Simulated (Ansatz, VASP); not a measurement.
Two plane-wave programs on Cu2As3

Contents of INCAR:

```
SYSTEM = Cu2As3
PREC     = Accurate       ! precision mode
ENCUT    = 520            ! plane-wave cutoff, eV
EDIFF    = 1E-7           ! SCF threshold, eV
ISMEAR   = 0              ! smearing method
SIGMA    = 0.1            ! smearing width, eV
LREAL    = .FALSE.        ! projectors in reciprocal space
LASPH    = .TRUE.         ! aspherical terms in the spheres
NELM     = 100            ! most SCF steps
ALGO     = Normal         ! electronic algorithm
ISIF     = 2              ! what is computed and relaxed
LWAVE    = .FALSE.        ! write WAVECAR
LCHARG   = .FALSE.        ! write CHGCAR
GGA      = PE             ! functional
NBANDS   = 26             ! bands
```

The input KPOINTS:

```
Automatic mesh
0
G
  8 8 8
  0 0 0
```

Contents of POSCAR:

```
Cu2As3
1.0
    4.6895062569      0.0000000000      0.0000000000
    0.0000000000      4.6895062569      0.0000000000
    0.0000000000      0.0000000000      4.6895062569
Cu As
2 3
Direct
    0.0000000000      0.0000000000      0.0000000000
    0.5000000000      0.5000000000      0.5000000000
    0.0000000000      0.5000000000      0.5000000000
    0.5000000000      0.0000000000      0.5000000000
    0.5000000000      0.5000000000      0.0000000000
```

Input for Ansatz:

```yaml
crystal:
  lattice:
    - [4.6895062569, 0.0, 0.0]
    - [0.0, 4.6895062569, 0.0]
    - [0.0, 0.0, 4.6895062569]
  atoms:
    - { symbol: Cu, position: [0.0, 0.0, 0.0] }
    - { symbol: Cu, position: [0.5, 0.5, 0.5] }
    - { symbol: As, position: [0.0, 0.5, 0.5] }
    - { symbol: As, position: [0.5, 0.0, 0.5] }
    - { symbol: As, position: [0.5, 0.5, 0.0] }
basis:
  ecutwfc: 420
kpoints:
  mp_grid: { grid: [8, 8, 8] }
  band_path:
    path:
      - [[0.0, 0.0, 0.0], [0.0, 0.5, 0.0], [0.5, 0.5, 0.0], [0.0, 0.0, 0.0], [0.5, 0.5, 0.5], [0.0, 0.5, 0.0]]
      - [[0.5, 0.5, 0.5], [0.5, 0.5, 0.0]]
    npoints: 14
hamiltonian:
  xc: pbe
scf:
  occupations: { method: gaussian, width: 0.1 }
  n_extra_bands: 12
output:
  forces: true
  stress: true
  eigenvalues: true
  populations: true
  dos: { projected: true, de: 0.02, nscf_kmesh: { grid: [12, 12, 12] } }
  bader: true
  write_density: true
  write_potential: true
  elf: true
  volumetric_format: npy
```

The cell was built by a generator and needn't be a form met in nature.

Alike in both runs: task single point; functional PBE; k mesh 8 × 8 × 8; occupations gaussian, width 0.1 eV; no spin polarisation.

|  | VASP | Ansatz |
| --- | --- | --- |
| version | VASP 6.6.1 | Ansatz 0.2.0 |
| potentials or method | VASP PAW PBE potentials, release 64 (Cu, As) | scalar-relativistic, plane waves, PAW |
| plane-wave cutoff (eV) | 520 | 420 |
| valence electrons in the cell | 37 | 83 |

```csv
,VASP,Ansatz,Ansatz less VASP
gap on the k mesh at the Fermi level (eV),none,none,-
pressure (GPa),0.1,0.0,-0.12
```

A gap of «none» marks a metal or a gap that the smearing closes. With one functional, cell and mesh, what is left measures potentials, basis and numerics. The two sets of potentials don't hold the same shells in valence.
